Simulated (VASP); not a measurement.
BN (space group P6_3mc): the measured cell of entry 9011660 of the Crystallography Open Database is

```
CELL_PARAMETERS angstrom
      2.53600     0.00000     0.00000
     -1.26800     2.19624     0.00000
      0.00000     0.00000     4.19900
ATOMIC_POSITIONS crystal
  B  0.66667 0.33333 0.00000
  B  0.33333 0.66667 0.50000
  N  0.66667 0.33333 0.37500
  N  0.33333 0.66667 0.87500
```

Method: PBEsol GGA, VASP's PBE PAW potentials (set 64) (plane waves; VASP). Run with 520 eV cut-off, 11×11×6 Γ-centred mesh, tetrahedra with Blöchl corrections, potentials B N.

The calculation is for a static lattice at zero pressure; the measurement, whose temperature isn't given here, holds thermal and zero-point expansion. The entry's conditions were not checked, so it may have been measured under pressure.

Q: How far does the relaxed conventional cell lie from the measured one?

A: 
```
             measured  computed  difference
-----------  --------  --------  ----------
a (Å)           2.536     2.542      +0.3 %
c (Å)           4.199     4.205      +0.2 %
V (Å³/atom)      5.85      5.88      +0.7 %
```

The structure comes from a measured BN entry (P6_3mc) of the Crystallography Open Database, whose conditions weren't checked. It was relaxed first. Symmetry was kept, so distortions that lower it aren't found.
